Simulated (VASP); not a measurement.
Level of theory: MS2 meta-GGA, VASP's PBE PAW potentials (set 64) (plane waves; VASP 6.6.1).

VASP ran on this input.

File KPOINTS:
```
Automatic
0
gamma
 10 10 10
0 0 0
```

**INCAR**
```
SIGMA = 0.1
LMIXTAU = .True.
ENCUT = 520
SYSTEM = NiSi2
METAGGA = MS2
LCHARG = .False.
LASPH = .True.   # aspherical one-centre terms
NELM = 100
PREC = Accurate
ALGO = Normal
LMAXMIX = 4   # l cut-off of mixed one-centre charges
EDIFF = 1E-7
LWAVE = .False.
ISIF = 2   # forces and stress, cell fixed
ISMEAR = 1   # Methfessel-Paxton
LREAL = .False.
```

File POSCAR:
```
NiSi2
1
    0.0000000000     2.7490137492     2.7490137492
    2.7490137492     0.0000000000     2.7490137492
    2.7490137492     2.7490137492     0.0000000000
Si Ni
2 1
Direct
  0.2500000000   0.2500000000   0.2500000000
  0.7500000000   0.7500000000   0.7500000000
  0.0000000000   0.0000000000   0.0000000000
```

POTCAR, in this order: Si Ni (PBE.64 set). Program: vasp_std.

Task: Predict the energy per atom (σ→0), pressure, band gap (on the k-mesh).

Result: 
The energy per atom (σ→0) is -9.256 eV/atom, the band gap (on the k-mesh) is none (metal, semimetal or under 0.01 eV) and the pressure comes out as -85.4 kbar.

**OSZICAR**
```
...
DAV:  20    -0.277674267219E+02    0.31763E-06   -0.16475E-06  1608   0.261E-02    0.213E-03
DAV:  21    -0.277674301535E+02   -0.34316E-05   -0.14752E-07   851   0.640E-03    0.181E-03
DAV:  22    -0.277674289197E+02    0.12338E-05   -0.46037E-08   711   0.431E-03    0.512E-04
DAV:  23    -0.277674305135E+02   -0.15939E-05   -0.17265E-08   681   0.277E-03    0.297E-04
DAV:  24    -0.277674292793E+02    0.12343E-05   -0.72209E-09   641   0.144E-03    0.233E-04
DAV:  25    -0.277674298520E+02   -0.57277E-06   -0.50139E-09   671   0.159E-03    0.826E-05
DAV:  26    -0.277674298373E+02    0.14752E-07   -0.65746E-10   661   0.462E-04
   1 F= -.27767430E+02 E0= -.27767490E+02  d E =0.180878E-03
```

The compound is NiSi2 in the fluorite structure. This cell is one point of a volume scan, at 1.06 of the reference volume. The run is not spin-polarised, so no magnetic state was tried.
